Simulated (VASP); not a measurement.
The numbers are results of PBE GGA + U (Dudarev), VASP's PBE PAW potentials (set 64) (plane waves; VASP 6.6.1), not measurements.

Input for VASP

### KPOINTS
```
Automatic mesh
0
Gamma
6 6 3
0 0 0
```

### POSCAR
```
ZnS
1
    1.9100000000    -3.3082170000     0.0000000000
    1.9100000000     3.3082170000     0.0000000000
    0.0000000000     0.0000000000     6.2600000000
Zn S
2 2
Direct
  0.6666670000   0.3333330000   0.5000000000
  0.3333330000   0.6666670000   0.0000000000
  0.6666670000   0.3333330000   0.8750000000
  0.3333330000   0.6666670000   0.3750000000
```

INCAR:
```
# general
SYSTEM    = ZnS
PREC      = Accurate
ENCUT     = 400   # plane-wave cut-off (eV)
LREAL     = .FALSE.
LASPH     = .TRUE.   # aspherical one-centre terms

# electronic loop
EDIFF     = 1E-6
NELM      = 100   # most electronic steps
ALGO      = Normal
LMAXMIX   = 2   # l cut-off of mixed one-centre charges

# smearing
ISMEAR    = 0   # Gaussian
SIGMA     = 0.05

# functional
GGA       = PE   # PBE

# DFT+U
LDAU      = .TRUE.
LDAUTYPE  = 2   # Dudarev
LDAUL     = 2 -1
LDAUU     = 5.0 0
LDAUJ     = 0 0
LDAUPRINT = 1

# ions
ISIF      = 2

# output
LWAVE     = .FALSE.
LCHARG    = .FALSE.
LORBIT    = 10
```

POTCAR, in this order: Zn S (PBE.64 set). Program: vasp_std.

The resulting files:

### OSZICAR
```
       N       E                     dE             d eps       ncg     rms          rms(c)
DAV:   1     0.213588543424E+03    0.21359E+03   -0.15414E+04   616   0.167E+03
DAV:   2     0.580039593912E+01   -0.20779E+03   -0.20177E+03   658   0.340E+02
DAV:   3    -0.133750522529E+02   -0.19175E+02   -0.19121E+02   736   0.114E+02
DAV:   4    -0.136953840200E+02   -0.32033E+00   -0.32015E+00   742   0.153E+01
DAV:   5    -0.137003082423E+02   -0.49242E-02   -0.49239E-02   730   0.164E+00    0.105E+01
DAV:   6    -0.130228769226E+02    0.67743E+00   -0.16340E+00   920   0.251E+01    0.769E+00
DAV:   7    -0.130107439288E+02    0.12133E-01   -0.96047E-01   724   0.619E+00    0.291E+00
DAV:   8    -0.130049410212E+02    0.58029E-02   -0.68363E-02   806   0.259E+00    0.692E-01
DAV:   9    -0.130055961849E+02   -0.65516E-03   -0.84414E-03   806   0.137E+00    0.153E-01
DAV:  10    -0.130057184315E+02   -0.12225E-03   -0.63375E-04   676   0.344E-01    0.833E-02
DAV:  11    -0.130058844842E+02   -0.16605E-03   -0.16870E-04   730   0.891E-02    0.424E-02
DAV:  12    -0.130059182789E+02   -0.33795E-04   -0.42047E-05   736   0.428E-02    0.136E-02
DAV:  13    -0.130059203052E+02   -0.20263E-05   -0.52941E-06   628   0.338E-02    0.375E-03
DAV:  14    -0.130059204078E+02   -0.10257E-06   -0.73250E-07   524   0.142E-02
   1 F= -.13005920E+02 E0= -.13005920E+02  d E =-.780719E-13
```

File OUTCAR:
```
------------------------ aborting loop because EDIFF is reached ----------------------------------------
  FORCE on cell =-STRESS in cart. coord.  units (eV):
  Direction    XX          YY          ZZ          XY          YZ          ZX
  --------------------------------------------------------------------------------------
  Total       -0.1995078     -0.1995078     -0.2331867      0.0000000      0.0000000      0.0000000
  in kB       -4.0405332     -4.0405331     -4.7226165      0.0000000      0.0000000      0.0000000
  external PRESSURE =      -4.2678943 kB  Pullay stress =       0.0000000 kB
  volume of cell :       79.11
      direct lattice vectors                 reciprocal lattice vectors
     1.910000000 -3.308217000  0.000000000     0.261780105 -0.151138816  0.000000000
     1.910000000  3.308217000  0.000000000     0.261780105  0.151138816  0.000000000
     0.000000000  0.000000000  6.260000000     0.000000000  0.000000000  0.159744409
  FREE ENERGIE OF THE ION-ELECTRON SYSTEM (eV)
  ---------------------------------------------------
  free  energy   TOTEN  =       -13.0059204078 eV

  energy  without entropy=      -13.0059204078  energy(sigma->0) =      -13.00592041

 total charge

# of ion       s       p       d       tot
------------------------------------------
    1        0.507   0.460   9.890  10.856
    2        0.507   0.460   9.890  10.856
    3        1.313   2.444   0.000   3.757
    4        1.313   2.444   0.000   3.757
--------------------------------------------------
tot          3.640   5.808  19.779  29.227
```
(Selected blocks of OUTCAR.)

The compound is ZnS in the wurtzite structure, the high-temperature form. The cell was not relaxed at this level. The run is one of a series of settings (LDAU = .TRUE., LDAUJ = 0 0, LDAUL = 2 -1, LDAUTYPE = 2, LDAUU = 5.0 0, LMAXMIX = 2 against the base run), some of them coarse on purpose.
